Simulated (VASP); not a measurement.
Level of theory: PBE GGA with spin-orbit coupling, VASP's PBE PAW potentials (set 64) (plane waves; VASP).

A VASP calculation is set up with these files.

**POSCAR**
```
Ge2W
1.0
 -3.4131800000   3.4131800000   2.7463660000
  3.4131800000  -3.4131800000   2.7463660000
  3.4131800000   3.4131800000  -2.7463660000
Ge W
4 2
Cart
  4.4917448800   1.0785648800   0.0000000000
  1.0785648800   2.3346151200   0.0000000000
  2.3346151200   1.0785648800   2.7463660000
 -1.0785648800   2.3346151200   2.7463660000
  0.0000000000  -0.0000000000   4.1195490000
  0.0000000000   0.0000000000   1.3731830000
```

INCAR:
```
SYSTEM = Ge2W
PREC = Accurate; ENCUT = 300; LREAL = .FALSE.
LASPH = .TRUE.
EDIFF = 1E-6; NELM = 100; ALGO = Normal
LMAXMIX = 6
ISMEAR = 0; SIGMA = 0.1
GGA = PE; GGA_COMPAT = .FALSE.
MAGMOM = 18*0.0; LSORBIT = .TRUE.; LNONCOLLINEAR = .TRUE.
ISIF = 2
LWAVE = .FALSE.; LCHARG = .FALSE.; LORBIT = 11
```

File KPOINTS:
```
Automatic mesh
0
Gamma
3 3 3
0 0 0
```

POTCAR, in this order: Ge_d W_sv (PBE.64 set). Program: vasp_ncl.

Output of the run:

**OSZICAR**
```
       N       E                     dE             d eps       ncg     rms          rms(c)
DAV:   1     0.105951619953E+04    0.10595E+04   -0.29154E+04  1436   0.302E+03
DAV:   2     0.140298372803E+03   -0.91922E+03   -0.89736E+03  1200   0.882E+02
DAV:   3    -0.283883854661E+02   -0.16869E+03   -0.16114E+03  1256   0.233E+02
DAV:   4    -0.439789475229E+02   -0.15591E+02   -0.14938E+02  1440   0.703E+01
DAV:   5    -0.445793418073E+02   -0.60039E+00   -0.59258E+00  1416   0.133E+01    0.190E+01
DAV:   6    -0.433493752718E+02    0.12300E+01   -0.11344E+01  1520   0.112E+01    0.576E+00
DAV:   7    -0.429534146097E+02    0.39596E+00   -0.33116E+00  1420   0.705E+00    0.449E+00
DAV:   8    -0.428317086462E+02    0.12171E+00   -0.45826E-01  1336   0.339E+00    0.656E-01
DAV:   9    -0.428330356973E+02   -0.13271E-02   -0.84543E-02  1488   0.154E+00    0.524E-01
DAV:  10    -0.428314314386E+02    0.16043E-02   -0.69562E-03  1424   0.395E-01    0.208E-01
DAV:  11    -0.428314305413E+02    0.89731E-06   -0.13367E-03  1488   0.163E-01    0.495E-02
DAV:  12    -0.428314049622E+02    0.25579E-04   -0.17575E-04  1392   0.941E-02    0.339E-02
DAV:  13    -0.428314047440E+02    0.21826E-06   -0.35230E-05  1608   0.330E-02    0.560E-03
DAV:  14    -0.428314044651E+02    0.27885E-06   -0.39609E-06  1056   0.118E-02
   1 F= -.42831404E+02 E0= -.42826667E+02  d E =-.947438E-02  mag=     0.0000    -0.0000     0.0000
```

**OUTCAR**
```
------------------------ aborting loop because EDIFF is reached ----------------------------------------
  FORCE on cell =-STRESS in cart. coord.  units (eV):
  Direction    XX          YY          ZZ          XY          YZ          ZX
  --------------------------------------------------------------------------------------
  Total      -16.5929487    -16.5929487    -13.9900188      0.0000000     -0.0000000     -0.0000000
  in kB     -207.7291112   -207.7291112   -175.1427200      0.0000000     -0.0000000     -0.0000000
  external PRESSURE =    -196.8669808 kB  Pullay stress =       0.0000000 kB
  volume of cell :      127.98
      direct lattice vectors                 reciprocal lattice vectors
    -3.413180000  3.413180000  2.746366000     0.000000000  0.146490956  0.182058764
     3.413180000 -3.413180000  2.746366000     0.146490956  0.000000000  0.182058764
     3.413180000  3.413180000 -2.746366000     0.146490956  0.146490956  0.000000000
 POSITION                                       TOTAL-FORCE (eV/Angst)
 -----------------------------------------------------------------------------------
      4.49174      1.07856      0.00000        -0.274860     -0.274860      0.000000
      1.07856      2.33462      0.00000        -0.274860      0.274860      0.000000
      2.33462      1.07856      2.74637         0.274860     -0.274860     -0.000000
     -1.07856      2.33462      2.74637         0.274860      0.274860     -0.000000
      0.00000      0.00000      4.11955         0.000000     -0.000000      0.000000
      0.00000      0.00000      1.37318         0.000000     -0.000000      0.000000
 -----------------------------------------------------------------------------------
    total drift:                               -0.000000      0.000000     -0.000000
  FREE ENERGIE OF THE ION-ELECTRON SYSTEM (eV)
  ---------------------------------------------------
  free  energy   TOTEN  =       -42.8314044651 eV

  energy  without entropy=      -42.8219300878  energy(sigma->0) =      -42.82666728

 total charge

# of ion       s       p       d       tot
------------------------------------------
    1        1.172   0.954  10.007  12.134
    2        1.172   0.954  10.007  12.134
    3        1.172   0.954  10.007  12.134
    4        1.172   0.954  10.007  12.134
    5        2.338   6.187   3.261  11.786
    6        2.338   6.187   3.261  11.786
--------------------------------------------------
tot          9.364  16.191  46.552  72.107

 magnetization (x)

# of ion       s       p       d       tot
------------------------------------------
    1       -0.000   0.000  -0.000  -0.000
    2        0.000   0.000   0.000   0.000
    3        0.000   0.000   0.000   0.000
    4       -0.000   0.000  -0.000   0.000
    5        0.000   0.000   0.000   0.000
    6        0.000   0.000   0.000   0.000
--------------------------------------------------
tot         -0.000   0.000   0.000   0.000

 magnetization (y)

# of ion       s       p       d       tot
------------------------------------------
    1        0.000  -0.000   0.000   0.000
    2       -0.000  -0.000  -0.000  -0.000
    3       -0.000  -0.000  -0.000  -0.000
    4        0.000  -0.000   0.000  -0.000
    5        0.000   0.000  -0.000  -0.000
    6        0.000   0.000   0.000   0.000
--------------------------------------------------
tot          0.000  -0.000  -0.000  -0.000

 magnetization (z)

# of ion       s       p       d       tot
------------------------------------------
    1        0.000   0.000   0.000   0.000
    2        0.000   0.000   0.000   0.000
    3        0.000   0.000   0.000   0.000
    4        0.000   0.000   0.000   0.000
    5        0.000   0.000   0.000   0.000
    6        0.000   0.000   0.000   0.000
--------------------------------------------------
tot          0.000   0.000   0.000   0.000

 Ion:    1  E_soc:     -0.0207762

 Ion:    2  E_soc:     -0.0207762

 Ion:    3  E_soc:     -0.0207762

 Ion:    4  E_soc:     -0.0207762

 Ion:    5  E_soc:     -1.6940423

 Ion:    6  E_soc:     -1.6940423
```
(Selected blocks of OUTCAR.)

OUTCAR:
```
 val. band max:        5.8239562408   @ k =  -0.3333   0.3333   0.3333

 cond. band min:       6.0868379229   @ k =  -0.3333   0.3333   0.0000


 Fermi energy:         6.0163324552

 k-point     1 :       0.0000    0.0000    0.0000
  band No.  band energies     occupation
      1     -68.3724      1.00000
      2     -68.3724      1.00000
      3     -68.3166      1.00000
      4     -68.3166      1.00000
      5     -38.5054      1.00000
      6     -38.5054      1.00000
      7     -38.3646      1.00000
      8     -38.3646      1.00000
      9     -30.0574      1.00000
     10     -30.0574      1.00000
     11     -29.7566      1.00000
     12     -29.7566      1.00000
     13     -29.6359      1.00000
     14     -29.6359      1.00000
     15     -29.4068      1.00000
     16     -29.4068      1.00000
     17     -18.8239      1.00000
     18     -18.8239      1.00000
     19     -18.8193      1.00000
     20     -18.8193      1.00000
     21     -18.8114      1.00000
     22     -18.8114      1.00000
     23     -18.8113      1.00000
     24     -18.8113      1.00000
     25     -18.7635      1.00000
     26     -18.7635      1.00000
     27     -18.7616      1.00000
     28     -18.7616      1.00000
     29     -18.7604      1.00000
     30     -18.7604      1.00000
     31     -18.7603      1.00000
     32     -18.7603      1.00000
     33     -18.2516      1.00000
     34     -18.2516      1.00000
     35     -18.2487      1.00000
     36     -18.2487      1.00000
     37     -18.2383      1.00000
     38     -18.2383      1.00000
     39     -18.2295      1.00000
     40     -18.2295      1.00000
     41     -18.2044      1.00000
     42     -18.2044      1.00000
     43     -18.2009      1.00000
     44     -18.2009      1.00000
     45     -18.1989      1.00000
     46     -18.1989      1.00000
     47     -18.1948      1.00000
     48     -18.1948      1.00000
     49     -18.1761      1.00000
     50     -18.1761      1.00000
     51     -18.1723      1.00000
...
```

At this cut-off the stress carries a Pulay error, which pulls relaxed volumes low.

The structure was generated: Ge2W was put into an ordered model structure, which need not be its known phase. The cell was not relaxed at this level. The k-mesh is coarse (spacing up to 0.49 per Å, 2π included), so the numbers may not be converged in it. The run is one of a series of settings (GGA_COMPAT = .FALSE., LNONCOLLINEAR = .TRUE., LSORBIT = .TRUE., MAGMOM = 0.0 0.0 0.0 0.0 0.0 0.0 0.0 0.0 0.0 0.0 0.0 0.0 0.0 0.0 0.0 0.0 0.0 0.0, program vasp_ncl against the base run), some of them coarse on purpose.
